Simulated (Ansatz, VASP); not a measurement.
# HfC in two plane-wave programs, part 2 of 2

Wanted: the spread between two codes on one cell, functional and k mesh. The cell is taken from a series of runs on this material, whose earlier steps may have relaxed, scaled, displaced or heated it; both programs get it as it stands.

VASP 6.6.1 and Ansatz 0.2.0.

So far: The starting structure; VASP: zone-centre phonons, PBEsol.

## Step 3: Ansatz: zone-centre phonons, PBEsol

Level of this step: Ansatz beside VASP: Kohn-Sham DFT, plane waves, PBEsol (Ansatz).

Ansatz runs on its PAW soft_1 files.

The same cell, functional, mesh and smearing now go to Ansatz, which takes its cutoff from its data sets.

input.yaml reads:

```yaml
crystal:
  lattice:
    - [0.0, 2.2929401968, 2.3726874726]
    - [2.2929401968, 0.0, 2.3726874726]
    - [2.2929401968, 2.2929401968, 0.0]
  atoms:
    - { symbol: C, position: [0.0, 0.0, 0.0] }
    - { symbol: Hf, position: [0.5, 0.5, 0.5] }
kpoints:
  mp_grid: { grid: [16, 16, 16] }
hamiltonian:
  xc: pbesol
  pseudopotentials: { kind: paw, azcp: { folder: soft_1 }, xc_functional: pbe }
scf:
  occupations: { method: methfessel_paxton, width: 0.2 }
output:
  eigenvalues: true
phonons:
  method: dfpt
```

On the command line:

```console
$ ansatz run input.yaml --threads 4 --pin off --max-ram 10240MiB --backend cpu --events-out ev --progress --plain --runs-dir out
```

Numbers of over 12 decimals in the logs are rounded to 6 here.

The program printed:

```text
zone centre: on kpoints.mp_grid the ground state, and the responses unless they are solved on pairs of k-points, stand on 621 of the mesh's 4096 k-points, reduced under 8 symmetry operations, with k and −k counted as one. Each operation leaves every solved displacement unchanged or reverses it
Engine: ansatz 0.2.0, aarch64-unknown-linux-gnu
Pseudopotentials: kind: paw
Pseudopotential: C, paw, valence charge 4, recommended cutoff 420 eV (normal), soft_1/C.paw.azcp
Pseudopotential: Hf, paw, valence charge 26, recommended cutoff 420 eV (normal), soft_1/Hf.paw.azcp
Functional definition: PBEsol
  exchange = pbesol_x
  correlation = pbesol_c
Crystal: 2 atoms, lattice volume = 24.949 Å³
Basis set: ecut = 420 eV, 515 PW (Γ), exchange–correlation on 48×48×48 points (8 copies of the dense FFT grid, shifted against one another)
Bands: 19, of which v1, the nominal top of the filled ones, is band 15 counted from 1 (14 counted from 0)
Symmetry: 16 space group operations
k-points: 621 of 4096 (irreducible under 8 space group operations)
Non-local potential: C, projectors of the file, l = 0: 2, l = 1: 2, l = 2: 1
Non-local potential: Hf, projectors of the file, l = 0: 3, l = 1: 2, l = 2: 2, l = 3: 3
PAW form: soft (Blöchl's): semilocal exchange-correlation on the pseudo side does not see the compensation charge
PAW frozen core: C, regenerated for the run's functional, and the local potential with it (the file was generated under x = pbe(κ = 0.804, μ = 0.219515), c = pbe(β = 0.066725))
PAW frozen core: Hf, regenerated for the run's functional, and the local potential with it (the file was generated under x = pbe(κ = 0.804, μ = 0.219515), c = pbe(β = 0.066725))
PAW one-centre angular grid: C, 110 points (default); XC on 64 Gauss nodes
PAW one-centre angular grid: Hf, 590 points (default); XC on 64 Gauss nodes
Initial density: superposition of atomic densities (chi_scale 0.1, normalization cell, long waves kept (reshape's long-wave potential 0.00 eV rms))
Initial wavefunctions: pseudopotential atomic-orbital guess
Functional: x = pbesol(κ = 0.804, μ = 0.123457), c = pbesol(β = 0.046)
SCF iter   1: F=—  HF=-15848.026420 eV  |F-HF|=—  |Δ(HF+E_count)|=         —  Δρ=8.54e-2  dr2=2.49e0  ethr=3.10e-3  ⟨swp⟩=4.8  Hψ=50911  notcnv=0
preconditioner: auto → Kerker (q_TF=auto, 2.813 Å⁻¹)  [metal: Δε(μ)=0.052 eV  Ē_g=17.600 eV  σ=0.200 eV  W_gap=0.22  n_scr=14 (ndim 8)  ℏωp=39.3 eV  f_vac=0.000  D(μ)=0.19/eV (n_scr^D=0)]
SCF iter   2: F=—  HF=-15847.514773 eV  |F-HF|=—  |Δ(HF+E_count)|=   5.12e-1  S|Δr|=    0.00e0  Δρ=3.32e-2  dr2=2.73e-1  ethr=3.10e-3  ⟨swp⟩=2.4  Hψ=21805  notcnv=0  defer=1
SCF iter   3: F=—  HF=-15847.459672 eV  |F-HF|=—  |Δ(HF+E_count)|=   5.51e-2  S|Δr|=    0.00e0  Δρ=1.43e-2  dr2=3.26e-2  ethr=9.11e-4  ⟨swp⟩=2.0  Hψ=20890  notcnv=0
SCF iter   4: F=—  HF=-15847.451225 eV  |F-HF|=—  |Δ(HF+E_count)|=   8.45e-3  S|Δr|=    0.00e0  Δρ=8.18e-3  dr2=8.18e-3  ethr=1.09e-4  ⟨swp⟩=2.1  Hψ=21019  notcnv=0
SCF iter   5: F=—  HF=-15847.451135 eV  |F-HF|=—  |Δ(HF+E_count)|=   9.00e-5  S|Δr|=    0.00e0  Δρ=1.50e-3  dr2=3.04e-4  ethr=2.73e-5  ⟨swp⟩=2.3  Hψ=20207  notcnv=0
SCF iter   6: F=—  HF=-15847.451100 eV  |F-HF|=—  |Δ(HF+E_count)|=   3.51e-5  S|Δr|=    0.00e0  Δρ=2.57e-4  dr2=1.62e-5  ethr=1.01e-6  ⟨swp⟩=3.0  Hψ=21495  notcnv=0
SCF iter   7: F=—  HF=-15847.451107 eV  |F-HF|=—  |Δ(HF+E_count)|=   6.76e-6  S|Δr|=    0.00e0  Δρ=6.85e-5  dr2=9.03e-7  ethr=5.39e-8  ⟨swp⟩=2.2  Hψ=21552  notcnv=0
SCF iter   8: F=—  HF=-15847.451104 eV  |F-HF|=—  |Δ(HF+E_count)|=   2.42e-6  S|Δr|=    0.00e0  Δρ=1.36e-5  dr2=2.67e-8  ethr=3.01e-9  ⟨swp⟩=2.9  Hψ=24114  notcnv=0
SCF iter   9: F=—  HF=-15847.451104 eV  |F-HF|=—  |Δ(HF+E_count)|=   1.47e-8  S|Δr|=    0.00e0  Δρ=2.50e-6  dr2=1.19e-9  ethr=8.90e-11  ⟨swp⟩=2.5  Hψ=19852  notcnv=0
SCF iter  10: F=—  HF=-15847.451104 eV  |F-HF|=—  |Δ(HF+E_count)|=   1.13e-9  S|Δr|=    0.00e0  Δρ=3.14e-7  dr2=1.84e-11  ethr=3.95e-12  ⟨swp⟩=2.8  Hψ=23465  notcnv=0
SCF iter  11: F=-15847.451104 eV  HF=-15847.451104 eV  |F-HF|=1.82e-12  |Δ(HF+E_count)|=  9.09e-12  S|Δr|=    0.00e0  Δρ=5.24e-8  dr2=3.48e-13  ethr=1.00e-12  ⟨swp⟩=7.7  Hψ=69889  notcnv=0
SCF 1 converged in 11 iterations: F = -15847.451104 eV  dr2 = 3.48e-13
  greatest PAW one-centre occupation: 0.998 electrons in one spin orbital (limit 2), on the Hf atom at site 1 (counted from 0), in its partial waves of l = 0
DFPT response loops at Γ: preconditioner auto → Kerker (q_TF=auto, 2.813 Å⁻¹) (partly filled bands, converged f_vac=0.000); β = 1.00, the filter's whole step (`scf.mixing.beta` (0.50) is not read by the response loops under this deck's `scf.mixing.preconditioner`; to damp them name `kerker` or `kerker_dos`, under which they read `scf.mixing.beta`, and type it under 1.00, their step now; both keys bind the ground state too); Broyden in place of MSR1
SCF converged after 11 iterations
Stability not checked: this state was not tested for a lower state beside it, because cold or Methfessel-Paxton smearing, or corrected tetrahedra, fill the levels in a way that the test cannot read (fill_not_monotonic; see scf.lower_state_search)
Free energy (F): -15847.451104 eV
Harris-Foulkes:  -15847.451104 eV  (|F-HF|=1.82e-12)
Internal energy: -15847.451093 eV  (E = F + TS)
E sigma→0 (E₀):  -15847.451101 eV
Entropy (-TS):   -0.000012 eV (-0.006 meV/atom)
Fermi energy:    18.576901 eV
Step filling:    the computed levels leave a gap of 0.0000 eV = 0.0 smearing widths at the electron count; against every level under it full and every level over it empty, smearing changes F+E_penalty+E_count by -0.163 meV and its σ→0 estimate by -0.160 meV
--- Per-component energies (eV) ---
  E_band       = 66.770649
  E_kinetic    = 493.452569
  E_local      = -6212.043420  (includes V_loc(G=0)·N_el)
  E_nonlocal   = 91.177776
  E_hartree    = 3039.730880
  E_xc         = -311.941862
  E_vxc        = -313.355965  (∫ρ·V_xc dr)
  E_paw        = -7673.343841  (= ΣΔE_a)
  E_vpaw       = -71.922153  (= ΣTr[D̂ρ^β])
  E_aug_tail   = 0.000114  (compensation charges beyond the density's cutoff)
  E_ewald      = -5275.755464
  E_core_change = 1.272157  (= ΣΔE_core)
  E_smearing   = -0.000012  (= −TS)
  E_closure    = 0.000000  (closes the sum)
  Σ components = -15847.451104   (vs F -15847.451104, Δ=0.00e0)
--- Band table (eV; the first three rows and the last of 621) ---
  k-point 0: bands = [... 11 lower, 7.6588, 19.5383, 19.6517, 19.7144, 19.7144, 20.0222, 20.0222, 21.6042]
  k-point 1: bands = [... 11 lower, 7.6585, 18.8285, 19.0091, 19.1900, 20.0478, 20.2290, 20.4775, 22.1237]
  k-point 2: bands = [... 11 lower, 7.6585, 17.7685, 18.1942, 18.3635, 20.4025, 20.5480, 20.8906, 23.1957]
  k-point 620: bands = [... 11 lower, 8.0970, 15.7221, 16.7472, 18.6663, 18.6663, 23.8753, 25.3040, 25.3040]
--- Phonons (Γ-DFPT): 4 representative perturbations + reference, on 621 of 4096 k-points (Σ response iterations 12) ---
  k mesh reduced under 8 symmetry operations, with k and −k counted as one. Each operation leaves every solved displacement unchanged or reverses it
  ASR residual: 2.907e-5 → 0.000e0 eV/Å²; symmetrization residual: 1.125e-6 eV/Å²
  ASR residual per site (eV/Å²): 1.26e-5 2.91e-5
  Γ frequencies (cm⁻¹): 0.00 0.00 0.00 371.48 464.34 464.34
  non-analytic LO–TO correction: not included (Born effective charges unavailable; polar crystals: no LO–TO splitting at Γ)
```

In the SCF lines HF is the Harris–Foulkes energy and dr2 the Hartree energy of the density residual, in eV; the loop may stop once dr2 is under the threshold and the program's other checks hold. Hψ counts applications of the Hamiltonian.

## Step 4: Differences

Known differences besides the potentials themselves: the data sets hold 30 valence electrons in Ansatz (on its PAW soft_1 files) and 14 in VASP; the cutoff is 420 eV in Ansatz and 600 eV in VASP; Ansatz makes its cores anew for this functional, VASP keeps those of its PBE data sets. Total energies have different zeros and are not compared.

Compared:

| quantity | Ansatz | VASP | difference |
| --- | --- | --- | --- |
| optical mode 1 (cm⁻¹) | 371.5 | 367.8 | +1.01 % |
| optical mode 2 to 3 (cm⁻¹) | 464.3 | 464.0 | +0.08 % |

Modes are paired by rising frequency, not by their patterns, so a pair may set unlike modes beside each other; they are those without the splitting of longitudinal modes.

## Step 5: Outcome

```json
{
  "r.m.s. difference of the optical zone-centre modes, each program's sorted by frequency (zone-centre phonons, PBEsol)": "2.2 cm⁻¹",
  "difference in optical mode 1 (zone-centre phonons, PBEsol)": "+1.0 %"
}
```

In words: The r.m.s. difference of the optical zone-centre modes, each program's sorted by frequency is 2.2 cm⁻¹ (zone-centre phonons, PBEsol). The data sets hold unlike numbers of valence electrons (30 in Ansatz and 14 in VASP), so part of the differences comes from the potentials. Among the rows given in per cent, the largest difference of the zone-centre phonons, PBEsol pair is in optical mode 1, +1.0 %. Such differences can come from data sets, numerical settings and the points named under the comparisons, not from the functional's error against experiment.

[Lines on the potential files, build, host, timing and source positions are cut from VASP's logs without a mark.]

[Logs are printed without paths, hosts, clocks, repeated set-up lines and the standing remarks that a program may print on its own settings, such as how far it seeks lower states.]

[Hosts, paths, dates, database ids (printed as entryN), source tags and the programs' standing remarks are cut or masked in the printed files.]
